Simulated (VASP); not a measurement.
OSZICAR of a VASP run on TiAl (L1_0):

**OSZICAR**
```
       N       E                     dE             d eps       ncg     rms          rms(c)
DAV:   1     0.921112092457E+02    0.92111E+02   -0.75320E+03  3083   0.139E+03
DAV:   2    -0.776087559785E+01   -0.99872E+02   -0.97138E+02  3119   0.339E+02
DAV:   3    -0.137248854129E+02   -0.59640E+01   -0.56793E+01  4930   0.793E+01
DAV:   4    -0.139214928666E+02   -0.19661E+00   -0.19462E+00  3857   0.126E+01
DAV:   5    -0.139307845354E+02   -0.92917E-02   -0.92826E-02  4492   0.248E+00    0.997E+00
DAV:   6    -0.125155382371E+02    0.14152E+01   -0.11972E+01  3842   0.383E+01    0.333E+00
DAV:   7    -0.123908450033E+02    0.12469E+00   -0.10610E+00  3557   0.112E+01    0.198E+00
DAV:   8    -0.123804109771E+02    0.10434E-01   -0.13780E-01  3456   0.428E+00    0.489E-01
DAV:   9    -0.123792328572E+02    0.11781E-02   -0.25392E-02  3822   0.213E+00    0.229E-01
DAV:  10    -0.123794168848E+02   -0.18403E-03   -0.15728E-03  3841   0.470E-01    0.557E-02
DAV:  11    -0.123794028609E+02    0.14024E-04   -0.44352E-04  4157   0.234E-01    0.471E-02
DAV:  12    -0.123794041932E+02   -0.13323E-05   -0.30438E-05  3562   0.614E-02    0.116E-02
DAV:  13    -0.123794036776E+02    0.51558E-06   -0.12116E-06  2505   0.114E-02
   1 F= -.13090094E+02 E0= -.13090301E+02  d E =-.130901E+02
       N       E                     dE             d eps       ncg     rms          rms(c)
DAV:   1    -0.123786068589E+02    0.79733E-03   -0.11298E-02  3489   0.165E+00    0.208E-01
DAV:   2    -0.123781063916E+02    0.50047E-03   -0.43197E-03  3693   0.814E-01    0.495E-02
DAV:   3    -0.123780367817E+02    0.69610E-04   -0.41236E-04  3615   0.206E-01    0.156E-02
DAV:   4    -0.123780421874E+02   -0.54058E-05   -0.67548E-05  3597   0.625E-02    0.107E-02
DAV:   5    -0.123780506259E+02   -0.84385E-05   -0.10432E-05  4295   0.227E-02    0.591E-03
DAV:   6    -0.123780541011E+02   -0.34752E-05   -0.69520E-06  4058   0.137E-02    0.290E-03
DAV:   7    -0.123780546154E+02   -0.51431E-06   -0.53567E-07  1700   0.675E-03
   2 F= -.13090098E+02 E0= -.13090304E+02  d E =-.383045E-05
```

### Question
Which electronic solver shows in the log?

### Answer
It is blocked Davidson (ALGO = Normal, or the opening steps of other solvers). The INCAR had ALGO = Normal.

### Question
Can the final energy be trusted as converged?

### Answer
The run converged. It stopped with EDIFF = 1E-6, NELM = 100, NSW = 60 and EDIFFG = -0.01 after 2 ionic steps (PBE GGA with D3 dispersion (zero damping), plane waves, VASP's PBE PAW potentials (set 64)).

The compound is TiAl in the L1_0 structure. This run relaxes it. Symmetry was kept, so distortions that lower it aren't found. The start is the result of an earlier pass. The electron count is odd and the run is not spin-polarised, which forces a metal.
